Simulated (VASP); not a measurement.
Runs of VASP 6.6.1 on Sn. Symmetry: Fd-3m, No. 227, cubic system. Conventional cell: a = 6.539 Å, b = 6.539 Å, c = 6.539 Å, α = 90.00°, β = 90.00°, γ = 90.00°. Sn (site symmetry -43m) is surrounded by 4 Sn at 2.83 Å. This isn't the form of Sn at room conditions, which is tetragonal (white tin).

```tsv
level	k mesh	cutoff (eV)	smearing	gap on the mesh (eV)	pressure (GPa)
PBEsol	12 × 12 × 12	900	gaussian 0.1 eV	none	0.0
PBEsol	12 × 12 × 12	520	gaussian 0.5 eV	none	0.1
r2SCAN	12 × 12 × 12	520	gaussian 0.1 eV	none	(a)
PBEsol	18 × 18 × 18	520	gaussian 0.1 eV	none	-0.1
PBEsol	12 × 12 × 12	700	gaussian 0.1 eV	none	0.0
```

Alike in all rows: task single point; potentials or basis VASP PAW PBE potentials, release 64 (Sn_d); no spin polarisation; cell as given.

Fill in the values left out.

(a) 0.5.

Caveats: the PAW data sets were made with another functional, which shifts forces and pressure a little.

A k mesh can miss the band edges, and the runs leave out spin-orbit coupling on Sn.

A gap of «none» marks a metal or a gap under the smearing width.

Not every run made on this cell is shown here.
